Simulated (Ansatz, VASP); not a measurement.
**Sn37H28 (Sn wire along [100], 37 atoms a period, H-terminated): VASP beside Ansatz**

One calculation is typed for both programs; each brings its own data sets. How far apart do they land? The structure shown is the start of the Ansatz relaxation below; VASP solves that cell, so the two are compared at the walk's first step.

Main program and level: Ansatz 0.2.0; plane waves, with VASP 6.6.1 beside it; single point at PBE.

**1. Starting point**

The cell holds 65 atoms: 37 Sn and 28 H. Its edges and angles: a = 22.121 Å, b = 22.121 Å, c = 6.862 Å, α = 90.0°, β = 90.0°, γ = 90.0°. Vacuum lies along a and b. The structure's axis is c.

**2. Ansatz: relaxation, PBE**

Ansatz runs on its PAW soft_1 files.

The two programs are compared at the cell with which this relaxation starts, whose forces are those of its first step.

input.yaml

```yaml
crystal:
  lattice:
    - [22.121, 0.0, 0.0]
    - [0.0, 22.121, 0.0]
    - [0.0, 0.0, 6.8618733019]
  atoms:
    - { symbol: Sn, position: [0.203163143, 0.5, 0.0] }
    - { symbol: Sn, position: [0.350911944, 0.350911944, 0.001059084] }
    - { symbol: Sn, position: [0.350911944, 0.649088056, 0.998940916] }
    - { symbol: Sn, position: [0.5, 0.203163143, 0.0] }
    - { symbol: Sn, position: [0.5, 0.5, 0.0] }
    - { symbol: Sn, position: [0.5, 0.796836857, 0.0] }
    - { symbol: Sn, position: [0.649088056, 0.350911944, 0.998940916] }
    - { symbol: Sn, position: [0.649088056, 0.649088056, 0.001059084] }
    - { symbol: Sn, position: [0.796836857, 0.5, 0.0] }
    - { symbol: H, position: [0.231180849, 0.231180849, 0.103375435] }
    - { symbol: H, position: [0.768819151, 0.768819151, 0.103375435] }
    - { symbol: H, position: [0.156258688, 0.45548537, 0.147119052] }
    - { symbol: H, position: [0.45548537, 0.156258688, 0.147119052] }
    - { symbol: H, position: [0.54451463, 0.843741312, 0.147119052] }
    - { symbol: H, position: [0.843741312, 0.54451463, 0.147119052] }
    - { symbol: Sn, position: [0.276801459, 0.276801459, 0.252990106] }
    - { symbol: Sn, position: [0.27577145, 0.575166382, 0.249340604] }
    - { symbol: Sn, position: [0.425319513, 0.425319513, 0.251146481] }
    - { symbol: Sn, position: [0.424833618, 0.72422855, 0.249340604] }
    - { symbol: Sn, position: [0.575166382, 0.27577145, 0.249340604] }
    - { symbol: Sn, position: [0.574680487, 0.574680487, 0.251146481] }
    - { symbol: Sn, position: [0.72422855, 0.424833618, 0.249340604] }
    - { symbol: Sn, position: [0.723198541, 0.723198541, 0.252990106] }
    - { symbol: H, position: [0.145738471, 0.382892102, 0.398927617] }
    - { symbol: H, position: [0.168773279, 0.705935866, 0.315161687] }
    - { symbol: H, position: [0.294064134, 0.831226721, 0.315161687] }
    - { symbol: H, position: [0.382892102, 0.145738471, 0.398927617] }
    - { symbol: H, position: [0.617107898, 0.854261529, 0.398927617] }
    - { symbol: H, position: [0.705935866, 0.168773279, 0.315161687] }
    - { symbol: H, position: [0.831226721, 0.294064134, 0.315161687] }
    - { symbol: H, position: [0.854261529, 0.617107898, 0.398927617] }
    - { symbol: Sn, position: [0.203150433, 0.34424309, 0.520209824] }
    - { symbol: Sn, position: [0.203150433, 0.65575691, 0.479790176] }
    - { symbol: Sn, position: [0.34424309, 0.203150433, 0.520209824] }
    - { symbol: Sn, position: [0.349893752, 0.5, 0.5] }
    - { symbol: Sn, position: [0.34424309, 0.796849567, 0.479790176] }
    - { symbol: Sn, position: [0.5, 0.349893752, 0.5] }
    - { symbol: Sn, position: [0.5, 0.650106248, 0.5] }
    - { symbol: Sn, position: [0.65575691, 0.203150433, 0.479790176] }
    - { symbol: Sn, position: [0.650106248, 0.5, 0.5] }
    - { symbol: Sn, position: [0.65575691, 0.796849567, 0.520209824] }
    - { symbol: Sn, position: [0.796849567, 0.34424309, 0.479790176] }
    - { symbol: Sn, position: [0.796849567, 0.65575691, 0.520209824] }
    - { symbol: H, position: [0.168773279, 0.294064134, 0.684838313] }
    - { symbol: H, position: [0.145738471, 0.617107898, 0.601072383] }
    - { symbol: H, position: [0.294064134, 0.168773279, 0.684838313] }
    - { symbol: H, position: [0.382892102, 0.854261529, 0.601072383] }
    - { symbol: H, position: [0.617107898, 0.145738471, 0.601072383] }
    - { symbol: H, position: [0.705935866, 0.831226721, 0.684838313] }
    - { symbol: H, position: [0.854261529, 0.382892102, 0.601072383] }
    - { symbol: H, position: [0.831226721, 0.705935866, 0.684838313] }
    - { symbol: Sn, position: [0.27577145, 0.424833618, 0.750659396] }
    - { symbol: Sn, position: [0.276801459, 0.723198541, 0.747009894] }
    - { symbol: Sn, position: [0.424833618, 0.27577145, 0.750659396] }
    - { symbol: Sn, position: [0.425319513, 0.574680487, 0.748853519] }
    - { symbol: Sn, position: [0.574680487, 0.425319513, 0.748853519] }
    - { symbol: Sn, position: [0.575166382, 0.72422855, 0.750659396] }
    - { symbol: Sn, position: [0.723198541, 0.276801459, 0.747009894] }
    - { symbol: Sn, position: [0.72422855, 0.575166382, 0.750659396] }
    - { symbol: H, position: [0.156258688, 0.54451463, 0.852880948] }
    - { symbol: H, position: [0.45548537, 0.843741312, 0.852880948] }
    - { symbol: H, position: [0.54451463, 0.156258688, 0.852880948] }
    - { symbol: H, position: [0.843741312, 0.45548537, 0.852880948] }
    - { symbol: H, position: [0.231180849, 0.768819151, 0.896624565] }
    - { symbol: H, position: [0.768819151, 0.231180849, 0.896624565] }
kpoints:
  mp_grid: { grid: [1, 1, 9] }
  band_path: { path: ["Γ", Z], npoints: 90 }
scf:
  occupations: { method: fermi_dirac, width: 0.05 }
hamiltonian:
  xc: pbe
  pseudopotentials: { kind: paw, azcp: { folder: soft_1 } }
relax:
  max_steps: 40
  f_tol: 0.02
output:
  stress: true
```

Command:

```sh
$ ansatz run input.yaml --threads 16 --pin off --max-ram 61440MiB --backend cuda --events-out ev --progress --plain --runs-dir out --max-vram 78GiB
```

Numbers of over 12 decimals in the logs are rounded to 6 here.

The log of the run:

```text
Warning: output.stress: scf.convergence.dr2_threshold = 1e-7 eV (the SCF's general default) is looser than the 6.5e-9 eV advised for a printed stress (1e-10 eV for each atom of the cell: 65). What an SCF threshold leaves in a stress goes as its square root, and in the free energy as the threshold itself, and one threshold admits the most on a small cell: [figures from the program's tests cut] Every solve of this run answers to scf.convergence.dr2_threshold,  [...]
Engine: ansatz 0.2.0, aarch64-unknown-linux-gnu
Pseudopotentials: kind: paw
Pseudopotential: Sn, paw, valence charge 14, recommended cutoff 420 eV (normal), soft_1/Sn.paw.azcp
Pseudopotential: H, paw, valence charge 1, recommended cutoff 420 eV (normal), soft_1/H.paw.azcp
Functional definition: PBE
  parameter kappa = 0.804
  parameter beta = 0.066725
  exchange = pbe_x(kappa = kappa, mu = beta*pi^2/3)
  correlation = pbe_c(beta = beta)
[...]
Crystal: 65 atoms, lattice volume = 3357.780 Å³
Basis set: ecut = 420 eV, 65759 PW (Γ), exchange–correlation on 300×300×96 points (8 copies of the dense FFT grid, shifted against one another)
Bands: 338, of which v1, the nominal top of the filled ones, is band 273 counted from 1 (272 counted from 0)
Symmetry: 8 space group operations
Space group: P-42m (ITA 111), of the structure as read, at distance tolerance 1.5e-4 Å
k-points: 5 of 9
Non-local potential: Sn, projectors of the file, l = 0: 2, l = 1: 2, l = 2: 2, l = 3: 1
Non-local potential: H, projectors of the file, l = 0: 2, l = 1: 1
PAW form: soft (Blöchl's): semilocal exchange-correlation on the pseudo side does not see the compensation charge
PAW one-centre angular grid: Sn, 590 points (default); XC on 64 Gauss nodes
PAW one-centre angular grid: H, 110 points (default); XC on 64 Gauss nodes
Initial density: superposition of atomic densities (neutral atoms: chi_scale 0, normalization atom)
Initial wavefunctions: pseudopotential atomic-orbital guess
[...]
Functional: x = pbe(κ = 0.804, μ = 0.219515), c = pbe(β = 0.066725)
SCF iter   1: F=—  HF=-223338.806614 eV  |F-HF|=—  |Δ(HF+E_count)|=         —  Δρ=2.86e-2  dr2=2.99e1  ethr=3.10e-3  ⟨swp⟩=6.2  Hψ=6685  notcnv=0  defer=98
preconditioner: auto → Resta (q_TF=auto, 2.016 Å⁻¹)  ε∞=2.2  [insulator: Δε(μ)=0.763 eV  Ē_g=7.644 eV  σ=0.050 eV  W_gap=1.00  n_scr=452 (ndim 8)  ℏωp=8.5 eV  f_vac=0.466  D(μ)=0.01/eV (n_scr^D=0)  ε∞_Penn≈2.2  vacuum switching on, ρ_ref=4.2e-3 e/Å³]
SCF iter   2: F=—  HF=-223332.334985 eV  |F-HF|=—  |Δ(HF+E_count)|=    6.47e0  Δρ=1.15e-2  dr2=7.79e0  ethr=3.10e-3  ⟨swp⟩=3.0  Hψ=2277  notcnv=0  defer=273
[...]
SCF iter   9: F=-223330.896385 eV  HF=-223330.896384 eV  |F-HF|=1.11e-6  |Δ(HF+E_count)|=   3.20e-5  Δρ=8.76e-6  dr2=6.36e-6  ethr=1.83e-9  ⟨swp⟩=5.0  Hψ=5276  notcnv=0
SCF 1 converged in 9 iterations: F = -223330.896385 eV  dr2 = 6.36e-6
  greatest PAW one-centre occupation: 0.991 electrons in one spin orbital (limit 2), on the Sn atom at site 42 (counted from 0), in its partial waves of l = 2
relax step   1: F+E_penalty+E_count = -223330.89638546 eV  Δ(F+E_penalty+E_count) = +0.000e0 eV  max|allowed force component| = 1.865e-1 eV/Å  Δτ_max = 0.0000 Å  (9 SCF iters, dr2 threshold 1.00e-5 eV, accepted)
[...]
relax step   2: F+E_penalty+E_count = -223330.86982591 eV  Δ(F+E_penalty+E_count) = +2.656e-2 eV  max|allowed force component| = 6.541e-1 eV/Å  Δτ_max = 0.1906 Å  (8 SCF iters, dr2 threshold 2.17e-6 eV, rejected (line search))
[...]
relax step   3: F+E_penalty+E_count = -223331.03291603 eV  Δ(F+E_penalty+E_count) = -1.365e-1 eV  max|allowed force component| = 6.701e-2 eV/Å  Δτ_max = 0.0926 Å  (9 SCF iters, accepted)
[...]
relax step   4: F+E_penalty+E_count = -223331.03920691 eV  Δ(F+E_penalty+E_count) = -6.291e-3 eV  max|allowed force component| = 2.376e-2 eV/Å  Δτ_max = 0.0755 Å  (8 SCF iters, accepted)
[...]
relax step   5: F+E_penalty+E_count = -223331.04709120 eV  Δ(F+E_penalty+E_count) = -7.884e-3 eV  max|allowed force component| = 9.778e-3 eV/Å  Δτ_max = 0.0350 Å  (8 SCF iters, accepted)
[...]
SCF converged after 8 iterations
[...]
- { symbol: Sn, position: [0.647493, 0.647493, 0.000775507] }
    - { symbol: Sn, position: [0.793811, 0.500000, 3.679721155995078e-19] }
    - { symbol: H, position: [0.232542, 0.232542, 0.118594] }
    - { symbol: H, position: [0.767458, 0.767458, 0.118594] }
    - { symbol: H, position: [0.159238, 0.453769, 0.137036] }
    - { symbol: H, position: [0.453769, 0.159238, 0.137036] }
    - { symbol: H, position: [0.546231, 0.840762, 0.137036] }
    - { symbol: H, position: [0.840762, 0.546231, 0.137036] }
    - { symbol: Sn, position: [0.279560, 0.279560, 0.254707] }
    - { symbol: Sn, position: [0.278124, 0.574141, 0.249021] }
    - { symbol: Sn, position: [0.426060, 0.426060, 0.251004] }
    - { symbol: Sn, position: [0.425859, 0.721876, 0.249021] }
    - { symbol: Sn, position: [0.574141, 0.278124, 0.249021] }
    - { symbol: Sn, position: [0.573940, 0.573940, 0.251004] }
    - { symbol: Sn, position: [0.721876, 0.425859, 0.249021] }
    - { symbol: Sn, position: [0.720440, 0.720440, 0.254707] }
    - { symbol: H, position: [0.149180, 0.385804, 0.406285] }
    - { symbol: H, position: [0.171909, 0.705898, 0.326123] }
    - { symbol: H, position: [0.294102, 0.828091, 0.326123] }
    - { symbol: H, position: [0.385804, 0.149180, 0.406285] }
    - { symbol: H, position: [0.614196, 0.850820, 0.406285] }
    - { symbol: H, position: [0.705898, 0.171909, 0.326123] }
    - { symbol: H, position: [0.828091, 0.294102, 0.326123] }
    - { symbol: H, position: [0.850820, 0.614196, 0.406285] }
    - { symbol: Sn, position: [0.206530, 0.346010, 0.520398] }
    - { symbol: Sn, position: [0.206530, 0.653990, 0.479602] }
    - { symbol: Sn, position: [0.346010, 0.206530, 0.520398] }
    - { symbol: Sn, position: [0.351633, 0.500000, 0.5] }
    - { symbol: Sn, position: [0.346010, 0.793470, 0.479602] }
    - { symbol: Sn, position: [0.500000, 0.351633, 0.5] }
    - { symbol: Sn, position: [0.500000, 0.648367, 0.5] }
    - { symbol: Sn, position: [0.653990, 0.206530, 0.479602] }
    - { symbol: Sn, position: [0.648367, 0.500000, 0.5] }
    - { symbol: Sn, position: [0.653990, 0.793470, 0.520398] }
    - { symbol: Sn, position: [0.793470, 0.346010, 0.479602] }
    - { symbol: Sn, position: [0.793470, 0.653990, 0.520398] }
    - { symbol: H, position: [0.171909, 0.294102, 0.673877] }
    - { symbol: H, position: [0.149180, 0.614196, 0.593715] }
    - { symbol: H, position: [0.294102, 0.171909, 0.673877] }
    - { symbol: H, position: [0.385804, 0.850820, 0.593715] }
    - { symbol: H, position: [0.614196, 0.149180, 0.593715] }
    - { symbol: H, position: [0.705898, 0.828091, 0.673877] }
    - { symbol: H, position: [0.850820, 0.385804, 0.593715] }
    - { symbol: H, position: [0.828091, 0.705898, 0.673877] }
    - { symbol: Sn, position: [0.278124, 0.425859, 0.750979] }
    - { symbol: Sn, position: [0.279560, 0.720440, 0.745293] }
    - { symbol: Sn, position: [0.425859, 0.278124, 0.750979] }
    - { symbol: Sn, position: [0.426060, 0.573940, 0.748996] }
    - { symbol: Sn, position: [0.573940, 0.426060, 0.748996] }
    - { symbol: Sn, position: [0.574141, 0.721876, 0.750979] }
    - { symbol: Sn, position: [0.720440, 0.279560, 0.745293] }
    - { symbol: Sn, position: [0.721876, 0.574141, 0.750979] }
    - { symbol: H, position: [0.159238, 0.546231, 0.862964] }
    - { symbol: H, position: [0.453769, 0.840762, 0.862964] }
    - { symbol: H, position: [0.546231, 0.159238, 0.862964] }
    - { symbol: H, position: [0.840762, 0.453769, 0.862964] }
    - { symbol: H, position: [0.232542, 0.767458, 0.881406] }
    - { symbol: H, position: [0.767458, 0.232542, 0.881406] }
```

(Continued in part 2 of 2.)

[Lines on the potential files, build, host, timing and source positions are cut from VASP's logs without a mark.]

[Logs are printed without paths, hosts, clocks, repeated set-up lines and the standing remarks that a program may print on its own settings, such as how far it seeks lower states.]

[Hosts, paths, dates, database ids (printed as entryN), source tags and the programs' standing remarks are cut or masked in the printed files.]
